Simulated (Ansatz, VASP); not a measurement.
This is a calculation of Sc3Te for Ansatz 0.2.0.

Contents of input.yaml:

```yaml
crystal:
  lattice:
    - [0.0, 3.5695, 3.5695]
    - [3.71228, 0.0, 3.5695]
    - [3.71228, 3.5695, 0.0]
  atoms:
    - { symbol: Sc, position: [0.25, 0.25, 0.25] }
    - { symbol: Sc, position: [0.75, 0.75, 0.75] }
    - { symbol: Sc, position: [0.5, 0.5, 0.5] }
    - { symbol: Te, position: [0.0, 0.0, 0.0] }
hamiltonian:
  xc: pbe
  pseudopotentials: { kind: paw }
kpoints:
  mp_grid: { grid: [5, 5, 5] }
scf:
  occupations: { method: fermi_dirac, width: 0.05 }
output:
  forces: true
  stress: true
  eigenvalues: true
```

Potentials or basis: Ansatz PAW.

The run is started by

```console
$ ansatz run input.yaml --threads 2 --pin off --max-ram 5632MiB --backend cpu --events-out ev --progress --plain --runs-dir out
```

Task: Translate it to VASP 6.6.1. Potentials there: VASP PAW PBE potentials, release 64 (Sc_sv, Te).

Result: As run (the cutoff follows the program's own potentials):

Contents of INCAR:

```
SYSTEM = Sc3Te
  PREC = Accurate
  ENCUT = 520
  EDIFF = 1E-6
  ISMEAR = -1
  SIGMA = 0.05
  LREAL = .FALSE.
  LASPH = .TRUE.
  NELM = 60
  ALGO = Normal
  ISIF = 2
  LWAVE = .FALSE.
  LCHARG = .FALSE.
  GGA = PE
```

The input KPOINTS:

```
Automatic mesh
0
G
  5 5 5
  0 0 0
```

POSCAR

```
Sc3Te
1.0
    0.0000000000      3.5695000000      3.5695000000
    3.7122800000      0.0000000000      3.5695000000
    3.7122800000      3.5695000000      0.0000000000
Sc Te
3 1
Direct
    0.2500000000      0.2500000000      0.2500000000
    0.7500000000      0.7500000000      0.7500000000
    0.5000000000      0.5000000000      0.5000000000
    0.0000000000      0.0000000000      0.0000000000
```

Potentials or basis: VASP PAW PBE potentials, release 64 (Sc_sv, Te).

Run with:

```sh
$ cat potpaw_PBE.64/Sc_sv/POTCAR potpaw_PBE.64/Te/POTCAR > POTCAR
$ mpirun -np 1 vasp_std > vasp.out
```

Both were run:

|  | VASP | Ansatz | Ansatz less VASP |
| --- | --- | --- | --- |
| gap on the k mesh at the Fermi level (eV) | none | none | - |
| pressure (GPa) | -1.8 | -1.9 | -0.04 |
| largest component of the traceless stress (GPa) | 0.36 | 0.36 | +0.002 |

A gap of «none» marks a metal or a gap that the smearing closes. The two sets of potentials don't hold the same shells in valence.

Spin-orbit coupling is left out, which matters for the levels of Te.
